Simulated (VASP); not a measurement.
Input:

```
CELL_PARAMETERS angstrom
      0.00000     2.99422     2.99422
      2.99422     0.00000     2.99422
      2.99422     2.99422     0.00000
ATOMIC_POSITIONS crystal
  Al 0.25000 0.25000 0.25000
  Al 0.75000 0.75000 0.75000
  Au 0.00000 0.00000 0.00000
```

The numbers are results of PBE GGA with D3 dispersion (Becke-Johnson damping), VASP's PBE PAW potentials (set 64) (plane waves; VASP), not measurements. Run with 520 eV cut-off, 9×9×9 Γ-centred mesh, first-order Methfessel-Paxton smearing of 0.10 eV, potentials Al Au.

**Question.** Give the energy at these volumes per atom, relative to the lowest: 16.81, 17.35, 17.89, 18.42, 18.96 Å³.

**Answer.** 26.7, 6.4, 0.0, 5.3, 20.5 meV/atom. A third-order Birch-Murnaghan fit gives B0 = 116 GPa and B0′ = 4.8.

The compound is AuAl2 in the fluorite structure. It was relaxed first.
